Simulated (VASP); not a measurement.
VASP runs on AlP (space group F-43m) share one base input (PBE GGA, plane waves, VASP's PBE PAW potentials (set 64)) and change the settings named in each case.

### KPOINTS
```
Regular mesh
0
gamma
8 8 8
0 0 0
```

### INCAR
```
ALGO = Normal
EDIFF = 1E-6
ENCUT = 300
GGA = PE
ISIF = 2
ISMEAR = 0
LASPH = T
LCHARG = F
LREAL = F
LWAVE = F
NELM = 100
PREC = Accurate
SIGMA = 0.01
SYSTEM = AlP
```

### POSCAR
```
AlP
1.0
  0.0000000000   2.7460630000   2.7460630000
  2.7460630000   0.0000000000   2.7460630000
  2.7460630000   2.7460630000   0.0000000000
Al P
1 1
direct
  0.0000000000   0.0000000000   0.0000000000
  0.7500000000   0.7500000000   0.7500000000
```

POTCAR, in this order: Al P (PBE.64 set). Program: vasp_std.

```json
[
 {"change": "base run", "E(σ→0) (eV/atom)": "-5.1855", "pressure (GPa)": "0.52", "−TS (eV)": "0.0000"},
 {"change": "EDIFF = 1E-09, ENCUT = 420, KPOINTS 11×11×11 Γ-centred mesh", "E(σ→0) (eV/atom)": "-5.1884", "pressure (GPa)": "0.62", "−TS (eV)": "0.0000"},
 {"change": "ENCUT = 180, GGA removed, KPOINTS 1×1×1 Γ-centred mesh, POTCAR Al P (LDA.64 set)", "E(σ→0) (eV/atom)": "1.1630", "pressure (GPa)": "24.32", "−TS (eV)": "0.0000"},
 {"change": "EDIFF = 1E-03, ENCUT = 210, KPOINTS 4×4×4 Γ-centred mesh shifted by (0.5, 0.5, 0.5)", "E(σ→0) (eV/atom)": "-5.1721", "pressure (GPa)": "0.02", "−TS (eV)": "0.0000"},
 {"change": "ISMEAR = 1, SIGMA = 0.5, KPOINTS 4×4×4 Γ-centred mesh", "E(σ→0) (eV/atom)": "-5.1389", "pressure (GPa)": "0.85", "−TS (eV)": "0.0183"},
 {"change": "ENCUT = 150, SIGMA = 0.5, KPOINTS 2×2×2 Γ-centred mesh shifted by (0.5, 0.5, 0.5)", "E(σ→0) (eV/atom)": "-5.1023", "pressure (GPa)": "-1.13", "−TS (eV)": "0.0000"},
 {"change": "AEXX = 0.2, AGGAC = 0.81, AGGAX = 0.72, ALDAC = 0.19, GGA = B3, HFRCUT = -1, ISYM = 3, LHFCALC = .TRUE., PRECFOCK = Fast, KPOINTS 4×4×4 Γ-centred mesh", "E(σ→0) (eV/atom)": "-5.6257", "pressure (GPa)": "1.35", "−TS (eV)": "0.0000"},
 {"change": "AEXX = 0.25, HFSCREEN = 0.2, ISYM = 3, LHFCALC = .TRUE., PRECFOCK = Fast, KPOINTS 3×3×3 Γ-centred mesh", "E(σ→0) (eV/atom)": "-5.8467", "pressure (GPa)": "0.15", "−TS (eV)": "0.0000"}
]
```
 Energies of different potentials or functionals have different zeros.

Left out are runs that ran out of time, are held back, or changed the cell or the kind of run, fixed moments of cells without a moment, rows past the twelfth, gaps on odd meshes, pressures of charged cells and columns that move by less than the noise.

The structure comes from a computed database's AlP entry; how it stands against other phases isn't given here. The cell was not relaxed at this level, its lattice was scaled by up to 2.5 %.
